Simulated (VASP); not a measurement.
Consider the following.

```
CELL_PARAMETERS angstrom
      2.22629     1.28535     3.97515
     -2.22629     1.28535     3.97515
      0.00000    -2.57070     3.97515
ATOMIC_POSITIONS crystal
  Sb 0.75034 0.79988 0.77507
  Bi 0.24965 0.20011 0.22492
```

Computed with LDA (Ceperley-Alder, Perdew-Zunger), VASP's LDA PAW potentials (set 64) (plane waves; VASP). Numerical set-up: 300 eV cut-off, 6×6×6 Γ-centred mesh, Gaussian smearing of 0.27 eV, potentials Sb Bi_d.

Unless said otherwise, spin-orbit coupling is left out, though it shifts the bands of the heavy elements here.

Question: Predict the energy per atom (σ→0), largest force, band gap (on the k-mesh) with the smallest direct gap where there is one.

Answer: 
band gap (on the k-mesh): none (metal, semimetal or under 0.01 eV)
energy per atom (σ→0): -4.593 eV/atom
largest force: 0.06033 Ry/bohr

Total energies compare only between runs with the same potentials, cut-off and functional.

The structure comes from a computed database's BiSb entry; how it stands against other phases isn't given here. The cell was not relaxed at this level.
